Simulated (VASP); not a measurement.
Output of a VASP run:

File OUTCAR:
```
 ion  position               nearest neighbor table
   1  0.333  0.667  0.250-   2 3.12   2 3.12   2 3.12   2 3.12   2 3.12   2 3.12
   2  0.667  0.333  0.750-   1 3.12   1 3.12   1 3.12   1 3.12   1 3.12   1 3.12
  LATTYP: Found a hexagonal cell.
 ALAT       =     3.2316054424
 C/A-ratio  =     1.5444504402
 Subroutine PRICEL returns:
 Original cell was already a primitive cell.
 Subroutine GETGRP returns: Found 24 space group operations
The static configuration has the point symmetry D_3d.
 The point group associated with its full space group is D_6h.
The dynamic configuration has the point symmetry D_3d.
The overall configuration has the point symmetry D_3d.
 Subroutine INISYM returns: Found 24 space group operations
 Subroutine IBZKPT returns following result:
 Found     76 irreducible k-points:

 Following reciprocal coordinates:
            Coordinates               Weight
  0.000000  0.000000  0.000000      1.000000
  0.083333  0.000000  0.000000      6.000000
  0.166667 -0.000000  0.000000      6.000000
  0.250000  0.000000  0.000000      6.000000
  0.333333  0.000000  0.000000      6.000000
  0.416667 -0.000000  0.000000      6.000000
  0.500000  0.000000  0.000000      3.000000
  0.083333  0.083333  0.000000      6.000000
  0.166667  0.083333  0.000000     12.000000
  0.250000  0.083333  0.000000     12.000000
  0.333333  0.083333  0.000000     12.000000
  0.416667  0.083333  0.000000     12.000000
  0.166667  0.166667  0.000000      6.000000
  0.250000  0.166667  0.000000     12.000000
  0.333333  0.166667  0.000000     12.000000
  0.416667  0.166667  0.000000      6.000000
  0.250000  0.250000  0.000000      6.000000
  0.333333  0.250000  0.000000     12.000000
  0.333333  0.333333  0.000000      2.000000
  0.000000  0.000000  0.142857      2.000000
  0.083333  0.000000  0.142857     12.000000
  0.166667 -0.000000  0.142857     12.000000
  0.250000  0.000000  0.142857     12.000000
  0.333333  0.000000  0.142857     12.000000
  0.416667 -0.000000  0.142857     12.000000
  0.500000  0.000000  0.142857      6.000000
  0.083333  0.083333  0.142857     12.000000
  0.166667  0.083333  0.142857     24.000000
  0.250000  0.083333  0.142857     24.000000
  0.333333  0.083333  0.142857     24.000000
  0.416667  0.083333  0.142857     24.000000
  0.166667  0.166667  0.142857     12.000000
  0.250000  0.166667  0.142857     24.000000
  0.333333  0.166667  0.142857     24.000000
  0.416667  0.166667  0.142857     12.000000
  0.250000  0.250000  0.142857     12.000000
  0.333333  0.250000  0.142857     24.000000
  0.333333  0.333333  0.142857      4.000000
  0.000000  0.000000  0.285714      2.000000
  0.083333  0.000000  0.285714     12.000000
   k-points           NKPTS =     76   k-points in BZ     NKDIM =     76   number of bands    NBANDS=     30
   number of dos      NEDOS =    301   number of ions     NIONS =      2
   total plane-waves  NPLWV =  20736
   dimension x,y,z NGX =    24 NGY =   24 NGZ =   36
   dimension x,y,z NGXF=    48 NGYF=   48 NGZF=   72
   ions per type =               2
   PREC   = accura    normal or accurate (medium, high low for compatibility)
   ISTART =      0    job   : 0-new  1-cont  2-samecut
   ICHARG =      2    charge: 1-file 2-atom 10-const
   ISPIN  =      1    spin polarized calculation?
   LNONCOLLINEAR =      T non collinear calculations
   LSORBIT =      T    spin-orbit coupling
   INIWAV =      1    electr: 0-lowe 1-rand  2-diag
   ENCUT  =  400.0 eV  29.40 Ry    5.42 a.u.   5.27  5.27  8.14*2*pi/ulx,y,z
   NELM   =    100;   NELMIN=  2; NELMDL= -5     # of ELM steps
   EDIFF  = 0.1E-05   stopping-criterion for ELM
   LREAL  =      F    real-space projection
   NLSPLINE    = F    spline interpolate recip. space projectors
   LMAXMIX     =    4 max onsite mixed and CHGCAR
   VOSKOWN=      0    Vosko Wilk Nusair interpolation
   EDIFFG = 0.1E-04   stopping-criterion for IOM
...
```

**OSZICAR**
```
       N       E                     dE             d eps       ncg     rms          rms(c)
DAV:   1     0.415505646118E+03    0.41551E+03   -0.87534E+03  4656   0.134E+03
DAV:   2     0.138248599596E+02   -0.40168E+03   -0.39609E+03  6656   0.755E+02
DAV:   3    -0.134559727487E+02   -0.27281E+02   -0.25911E+02  7474   0.272E+02
DAV:   4    -0.147140539945E+02   -0.12581E+01   -0.11915E+01  7664   0.478E+01
DAV:   5    -0.147535929561E+02   -0.39539E-01   -0.38881E-01  7490   0.985E+00    0.830E+00
DAV:   6    -0.136324856931E+02    0.11211E+01   -0.24197E+00  5846   0.220E+01    0.251E+00
DAV:   7    -0.134712100871E+02    0.16128E+00   -0.59210E-01  6206   0.101E+01    0.757E-01
DAV:   8    -0.134577653259E+02    0.13445E-01   -0.25238E-02  6672   0.267E+00    0.320E-01
DAV:   9    -0.134675059785E+02   -0.97407E-02   -0.25981E-03  7376   0.701E-01    0.169E-01
DAV:  10    -0.135823500495E+02   -0.11484E+00   -0.25346E-01  6154   0.552E-01    0.119E+00
DAV:  11    -0.140600565890E+02   -0.47771E+00   -0.27074E+00  6816   0.115E+00    0.364E+00
DAV:  12    -0.232083306326E+02   -0.91483E+01   -0.68330E+00  6662   0.199E+00    0.926E+00
DAV:  13    -0.150314241221E+02    0.81769E+01   -0.15418E+01  4674   0.416E+00    0.336E+00
DAV:  14    -0.171866699442E+02   -0.21552E+01   -0.56148E+00  3432   0.149E+00    0.879E+00
DAV:  15    -0.309877197157E+02   -0.13801E+02   -0.18082E+01  3268   0.479E+00    0.685E+00
DAV:  16    -0.159689725852E+02    0.15019E+02   -0.14180E+01  4674   0.353E+00    0.299E+00
DAV:  17    -0.174886574806E+02   -0.15197E+01   -0.41914E+00  3088   0.848E-01    0.548E+00
DAV:  18    -0.134725697596E+02    0.40161E+01   -0.12070E+01  5800   0.282E+00    0.240E-01
DAV:  19    -0.135241483198E+02   -0.51579E-01   -0.66565E-01  5830   0.389E-01    0.235E-01
DAV:  20    -0.135760037524E+02   -0.51855E-01   -0.32062E-01  6364   0.132E-01    0.106E+00
DAV:  21    -0.134729504000E+02    0.10305E+00   -0.19679E+00  5922   0.740E-01    0.196E-01
DAV:  22    -0.135057997586E+02   -0.32849E-01   -0.64047E-01  5954   0.231E-01    0.697E-01
DAV:  23    -0.142730190241E+02   -0.76722E+00   -0.11615E+00  3006   0.322E-01    0.300E+00
DAV:  24    -0.134777950063E+02    0.79522E+00   -0.71101E+00  5112   0.216E+00    0.489E-01
DAV:  25    -0.134884885748E+02   -0.10694E-01   -0.92085E-01  5872   0.301E-01    0.145E-01
DAV:  26    -0.134856920298E+02    0.27965E-02   -0.38652E-01  5874   0.150E-01    0.326E-01
DAV:  27    -0.134720103692E+02    0.13682E-01   -0.44677E-01  4218   0.170E-01    0.127E-01
DAV:  28    -0.134568384383E+02    0.15172E-01   -0.43561E-01  4456   0.111E-01    0.805E-02
DAV:  29    -0.185390887718E+02   -0.50823E+01   -0.15891E-07  2864   0.125E-02    0.338E+00
DAV:  30    -0.134957350734E+02    0.50434E+01   -0.72218E+00  5826   0.174E+00    0.116E-01
DAV:  31    -0.134568384666E+02    0.38897E-01   -0.56672E-01  5832   0.189E-01    0.703E-02
DAV:  32    -0.134568386098E+02   -0.14316E-06   -0.18043E-07  2778   0.970E-03
   1 F= -.13456839E+02 E0= -.13453842E+02  d E =-.599400E-02  mag=    -0.0000    -0.0000     0.0000
       N       E                     dE             ncg
```

**OUTCAR**
```
------------------------ aborting loop because EDIFF is reached ----------------------------------------
  FORCE on cell =-STRESS in cart. coord.  units (eV):
  Direction    XX          YY          ZZ          XY          YZ          ZX
  --------------------------------------------------------------------------------------
  Total       -0.0274448     -0.0274448     -0.0232356      0.0000000      0.0000000     -0.0000000
  in kB       -0.9741168     -0.9741168     -0.8247179      0.0000000      0.0000000     -0.0000000
  external PRESSURE =      -0.9243172 kB  Pullay stress =       0.0000000 kB
  volume of cell :       45.14
      direct lattice vectors                 reciprocal lattice vectors
     1.615802756 -2.798652388  0.000000000     0.309443710 -0.178657415  0.000000000
     1.615802756  2.798652388  0.000000000     0.309443710  0.178657415  0.000000000
     0.000000000  0.000000000  4.991054448     0.000000000  0.000000000  0.200358463
 POSITION                                       TOTAL-FORCE (eV/Angst)
 -----------------------------------------------------------------------------------
      1.61580      0.93289      1.24776        -0.000000     -0.000000      0.000000
      1.61580     -0.93289      3.74329         0.000000      0.000000     -0.000000
 -----------------------------------------------------------------------------------
    total drift:                                0.000000      0.000000      0.000000
  FREE ENERGIE OF THE ION-ELECTRON SYSTEM (eV)
  ---------------------------------------------------
  free  energy   TOTEN  =       -13.4568386098 eV

  energy  without entropy=      -13.4508446095  energy(sigma->0) =      -13.45384161

 Ion:    1  E_soc:     -0.0076739

 Ion:    2  E_soc:     -0.0076739
```
(Selected blocks of OUTCAR.)

**POSCAR**
```
Sc
1
    1.6158027560    -2.7986523880     0.0000000000
    1.6158027560     2.7986523880    -0.0000000000
    0.0000000000     0.0000000000     4.9910544479
Sc
2
Direct
  0.3333330000   0.6666670000   0.2500000000
  0.6666670000   0.3333330000   0.7500000000
```

Reconstruct the remaining input files.

This is not unique; one that fits is the input of the run itself, LDA (Ceperley-Alder, Perdew-Zunger) with spin-orbit coupling, plane waves, VASP's LDA PAW potentials (set 64).

KPOINTS:
```
Automatic mesh
0
Gamma
12 12 7
0 0 0
```

### KPOINTS_OPT
```
k-points along high-symmetry lines
5
Line-mode
Reciprocal
  0.000000   0.000000   0.000000 ! GAMMA
  0.000000   0.500000   0.000000 ! M

  0.000000   0.500000   0.000000 ! M
 -0.333333   0.666667   0.000000 ! K

 -0.333333   0.666667   0.000000 ! K
  0.000000   0.000000   0.000000 ! GAMMA

  0.000000   0.000000   0.000000 ! GAMMA
  0.000000   0.000000   0.500000 ! A

  0.000000   0.000000   0.500000 ! A
  0.000000   0.500000   0.500000 ! L

  0.000000   0.500000   0.500000 ! L
 -0.333333   0.666667   0.500000 ! H

 -0.333333   0.666667   0.500000 ! H
  0.000000   0.000000   0.500000 ! A

  0.000000   0.500000   0.500000 ! L
  0.000000   0.500000   0.000000 ! M

 -0.333333   0.666667   0.500000 ! H
 -0.333333   0.666667   0.000000 ! K
```

INCAR:
```
# general
SYSTEM    =Sc
PREC      =Accurate
ENCUT     =400
LREAL     =.FALSE.
LASPH     =.TRUE.

# electronic loop
EDIFF     =1E-6
NELM      =100
ALGO      =Normal
LMAXMIX   =4

# smearing
ISMEAR    =0
SIGMA     =0.05

# functional
GGA_COMPAT=.FALSE.

# spin
MAGMOM    =0 0 0 0 0 0
LSORBIT   =.TRUE.

# output
LWAVE     =.FALSE.
LCHARG    =.FALSE.
```

POTCAR, in this order: Sc_sv (LDA.64 set). Program: vasp_ncl.

The compound is Sc in the hcp structure. It was relaxed first, which changed the volume by -10 %.
